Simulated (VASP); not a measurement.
Take BeS (zinc blende), against free atoms with fixed spin and no zero-point term, in VASP with PAW potentials, and its cohesive energy.

Question: One run gives 4.45 eV/atom. Which level is it?
A) PBEsol
B) PBE
C) LDA

Answer: B, PBE.  The others give 5.22 (LDA), 4.77 (PBEsol).

Only levels that ran to the end are used. Left out are those held back, those with too coarse a band path, GW runs whose mesh misses a band edge, hybrids' fits of cells that aren't cubic and levels without matching references; a question may draw on a part of the rest.
